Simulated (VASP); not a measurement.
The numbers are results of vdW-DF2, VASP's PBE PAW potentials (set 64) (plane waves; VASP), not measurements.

VASP input:

### POSCAR
```
TiCo
1
    3.0207855480     0.0000000000     0.0000000000
    0.0000000000     3.0207855480     0.0000000000
    0.0000000000     0.0000000000     3.0207855480
Ti Co
1 1
Direct
  0.0000000000   0.0000000000   0.0000000000
  0.5000000000   0.5000000000   0.5000000000
```

**INCAR**
```
AGGAC  =  0.0
ALGO  =  Normal
EDIFF  =  1E-7
ENCUT  =  520
GGA  =  ML
ICHARG  =  11
ISMEAR  =  0
LASPH  =  T
LCHARG  =  F
LMAXMIX  =  4
LORBIT  =  11
LREAL  =  F
LUSE_VDW  =  T
LWAVE  =  F
NELM  =  100
PREC  =  Accurate
SIGMA  =  0.05
SYSTEM  =  TiCo
ZAB_VDW  =  -1.8867
```

File KPOINTS:
```
k-points along high-symmetry lines
15
Line-mode
Reciprocal
  0.000000   0.000000   0.000000 ! GAMMA
  0.000000   0.500000   0.000000 ! X

  0.000000   0.500000   0.000000 ! X
  0.500000   0.500000   0.000000 ! M

  0.500000   0.500000   0.000000 ! M
  0.000000   0.000000   0.000000 ! GAMMA

  0.000000   0.000000   0.000000 ! GAMMA
  0.500000   0.500000   0.500000 ! R

  0.500000   0.500000   0.500000 ! R
  0.000000   0.500000   0.000000 ! X

  0.500000   0.500000   0.500000 ! R
  0.500000   0.500000   0.000000 ! M
```

POTCAR, in this order: Ti_sv Co (PBE.64 set). Program: vasp_std. Read from the step before: CHGCAR.

The resulting files:

OUTCAR:
```
 ion  position               nearest neighbor table
   1  0.000  0.000  0.000-   2 2.62   2 2.62   2 2.62   2 2.62   2 2.62   2 2.62   2 2.62   2 2.62
  LATTYP: Found a simple cubic cell.
 ALAT       =     3.0207855480
 Subroutine PRICEL returns:
 Original cell was already a primitive cell.
 Subroutine GETGRP returns: Found 48 space group operations
The static configuration has the point symmetry O_h .
The dynamic configuration has the point symmetry O_h .
 Subroutine INISYM returns: Found 48 space group operations
   k-points           NKPTS =     90   k-points in BZ     NKDIM =     90   number of bands    NBANDS=     14
   number of dos      NEDOS =    301   number of ions     NIONS =      2
   total plane-waves  NPLWV =  13824
   dimension x,y,z NGX =    24 NGY =   24 NGZ =   24
   dimension x,y,z NGXF=    48 NGYF=   48 NGZF=   48
   ions per type =               1   1
   PREC   = accura    normal or accurate (medium, high low for compatibility)
   ISTART =      0    job   : 0-new  1-cont  2-samecut
   ICHARG =     11    charge: 1-file 2-atom 10-const
   ISPIN  =      1    spin polarized calculation?
   LNONCOLLINEAR =      F non collinear calculations
   LSORBIT =      F    spin-orbit coupling
   INIWAV =      1    electr: 0-lowe 1-rand  2-diag
   ENCUT  =  520.0 eV  38.22 Ry    6.18 a.u.   5.62  5.62  5.62*2*pi/ulx,y,z
   NELM   =    100;   NELMIN=  2; NELMDL= -5     # of ELM steps
...
```

### OSZICAR
```
       N       E                     dE             d eps       ncg     rms          rms(c)
DAV:   1     0.157978360175E+03    0.15798E+03   -0.10718E+04  2520   0.188E+03
DAV:   2     0.634662576536E+00   -0.15734E+03   -0.15473E+03  2634   0.407E+02
DAV:   3    -0.885038903155E+01   -0.94851E+01   -0.93638E+01  4034   0.107E+02
DAV:   4    -0.914192259955E+01   -0.29153E+00   -0.28928E+00  3208   0.149E+01
DAV:   5    -0.915304274211E+01   -0.11120E-01   -0.11119E-01  3580   0.271E+00
DAV:   6    -0.915323188924E+01   -0.18915E-03   -0.18915E-03  3112   0.339E-01
DAV:   7    -0.915323801553E+01   -0.61263E-05   -0.61264E-05  3800   0.559E-02
DAV:   8    -0.915323811745E+01   -0.10192E-06   -0.10136E-06  3128   0.687E-03
DAV:   9    -0.915323811929E+01   -0.18422E-08   -0.25566E-08  2060   0.113E-03
   1 F= -.91532381E+01 E0= -.91501876E+01  d E =-.610107E-02
```

File OUTCAR:
```
 val. band max:        9.3434991512   @ k =   0.3571   0.5000   0.0000

 cond. band min:       9.3539982399   @ k =   0.2143   0.5000   0.0000



 k-point     1 :       0.0000    0.0000    0.0000
  band No.  band energies     occupation
      1     -47.8520      2.00000
      2     -23.9503      2.00000
      3     -23.9503      2.00000
      4     -23.9503      2.00000
      5       2.2075      2.00000
      6       6.0377      2.00000
      7       6.0377      2.00000
      8       8.1346      2.00000
      9       8.1346      2.00000
     10       8.1346      2.00000
     11      10.2574      0.00000
     12      10.2574      0.00000
     13      12.0051      0.00000
     14      12.0051      0.00000

 k-point     2 :       0.0000    0.0357    0.0000
  band No.  band energies     occupation
      1     -47.8517      2.00000
      2     -23.9536      2.00000
      3     -23.9501      2.00000
      4     -23.9501      2.00000
      5       2.2321      2.00000
      6       6.0486      2.00000
      7       6.0489      2.00000
      8       8.1330      2.00000
      9       8.1330      2.00000
     10       8.1390      2.00000
     11      10.2453      0.00000
     12      10.2625      0.00000
     13      11.9727      0.00000
     14      11.9746      0.00000

 k-point     3 :       0.0000    0.0714    0.0000
  band No.  band energies     occupation
      1     -47.8507      2.00000
      2     -23.9633      2.00000
      3     -23.9494      2.00000
      4     -23.9494      2.00000
      5       2.3056      2.00000
      6       6.0809      2.00000
      7       6.0816      2.00000
      8       8.1284      2.00000
      9       8.1284      2.00000
     10       8.1522      2.00000
     11      10.2091      0.00000
     12      10.2769      0.00000
     13      11.8796      0.00000
     14      11.8797      0.00000

 k-point     4 :       0.0000    0.1071    0.0000
  band No.  band energies     occupation
      1     -47.8491      2.00000
...
```

The density is held fixed in this step, so its total energy and stress have no physical meaning.

The compound is TiCo in the CsCl type structure. It was relaxed first. The run is not spin-polarised, so no magnetic state was tried. The electron count is odd and the run is not spin-polarised, which forces a metal.
